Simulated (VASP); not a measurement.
An input for Ansatz (written as the equivalent of a VASP run, and not itself run):

Ansatz 0.2 input:
```yaml
crystal:
  lattice:
    - [0.0000000, 2.5239090, 2.5239090]
    - [2.5239090, 0.0000000, 2.5239090]
    - [2.5239090, 2.5239090, 0.0000000]
  atoms:
    - { symbol: Si, position: [0.0000000, 0.0000000, 0.0000000] }
    - { symbol: Si, position: [0.2500000, 0.2500000, 0.2500000] }
kpoints:
  mp_grid: { grid: [12, 12, 12] }
hamiltonian:
  xc: lda
  pseudopotentials: { kind: paw }
scf:
  occupations: { method: methfessel_paxton, width: 0.1 }
  max_iter: 100
relax:
  max_steps: 40
  f_tol: 0.02
  cell: { p_target: 45 }
output: { forces: true, stress: true, eigenvalues: true }
```

Translate this input to VASP (INCAR, KPOINTS, POSCAR, choice of POTCAR).

One answer among several that fit: 
**INCAR**
```
SYSTEM = Si
PREC = Accurate; ENCUT = 500; LREAL = .False.
LASPH = .True.
EDIFF = 1E-6; NELM = 100; ALGO = Normal
ISMEAR = 1; SIGMA = 0.1
IBRION = 2; NSW = 40; ISIF = 3
EDIFFG = -0.02; PSTRESS = 450
LWAVE = .False.; LCHARG = .False.
```

**POSCAR**
```
Si
1
    0.0000000000     2.5239089896     2.5239089896
    2.5239089896     0.0000000000     2.5239089896
    2.5239089896     2.5239089896     0.0000000000
Si
2
Direct
  0.0000000000   0.0000000000   0.0000000000
  0.2500000000   0.2500000000   0.2500000000
```

**KPOINTS**
```
K-points
0
Gamma
  12 12 12
0 0 0
```

POTCAR, in this order: Si (LDA.64 set). Program: vasp_std.

The two are equivalent in intent, not identical: each code has its own PAW files, so the cut-off isn't converted (ENCUT is set for VASP's; basis.ecutwfc is left out, and Ansatz then takes the one that its files recommend); Ansatz stops its SCF on the density residual and VASP on the energy change (EDIFF); Ansatz's lda is the Perdew-Wang form, while the LDA potentials of VASP carry Perdew-Zunger's.

The compound is Si in the diamond structure. This run relaxes it under an external pressure of 45 GPa. Symmetry was kept, so distortions that lower it aren't found.
